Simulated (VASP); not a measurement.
Data:

```yaml
crystal:
  lattice:
    - [2.81644, 0.00000, 0.00000]
    - [0.00000, 2.81644, 0.00000]
    - [0.00000, 0.00000, 2.81644]
  atoms:
    - { symbol: Cr, position: [0.00000, 0.00000, 0.00000], spin: 0.7 }
    - { symbol: Cr, position: [0.50000, 0.50000, 0.50000], spin: -0.7 }
```

All values below come from optB88-vdW, VASP's PBE PAW potentials (set 64) (plane waves; VASP). Settings: 520 eV cut-off, 13×13×13 Γ-centred mesh, first-order Methfessel-Paxton smearing of 0.10 eV, potentials Cr_pv.

Question: Give the stress tensor in GPa (positive for a compressed cell).

Answer: 
```
7.48  0.00  0.00
0.00  7.48  0.00
0.00  0.00  7.48
```
The pressure is its mean diagonal, 7.48 GPa.

The compound is Cr in the bcc, AFM order structure. This cell is one point of a volume scan, at 0.97 of the reference volume.
